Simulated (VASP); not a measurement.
HfO2:

```
Hf O
1.0
     0.00000    2.51608    2.51608
     2.51608    0.00000    2.51608
     2.51608    2.51608    0.00000
Hf O
1 2
Direct
  0.00000 0.00000 0.00000
  0.75000 0.75000 0.75000
  0.25000 0.25000 0.25000
```

Measurements of this composition are mostly on another form, of space group No. 14.

* Program: VASP 6.6.1
* Task: relaxation of cell and atoms
* Functional: LDA
* Potentials or basis: VASP PAW LDA potentials, release 64 (Hf_pv, O)
* Cutoff: 600 eV
* k mesh: 8 × 8 × 8
* Occupations: gaussian, width 0.02 eV
* Spin: no spin polarisation

At the start: pressure -8.4 GPa; volume 10.62 Å³/atom.

**Question.** How do energy, volume and symmetry change on relaxing?

**Answer.** Over 6 steps the energy falls by 8.8 meV/atom and the volume is 10.29 Å³/atom (-3.1 %); space group Fm-3m (No. 225, to 0.05 Å).

The path:
| step | energy change (eV) | largest force (eV/Å) | pressure (GPa) | volume (Å³) |
| --- | --- | --- | --- | --- |
| 1 | 0.0000 | 0.0000 | -8.43 | 31.86 |
| 2 | 0.0482 | 0.0000 | 16.38 | 29.35 |
| 3 | -0.0265 | 0.0000 | -0.13 | 30.89 |
| 4 | -0.0265 | 0.0000 | 0.04 | 30.87 |
| 5 | -0.0265 | 0.0000 | -0.05 | 30.88 |
| 6 | -0.0265 | 0.0000 | -0.03 | 30.88 |

Final structure:
```
Hf O
1.0
     0.00000    2.49005    2.49005
     2.49005    0.00000    2.49005
     2.49005    2.49005    0.00000
Hf O
1 2
Direct
  0.00000 0.00000 0.00000
  0.75000 0.75000 0.75000
  0.25000 0.25000 0.25000
```
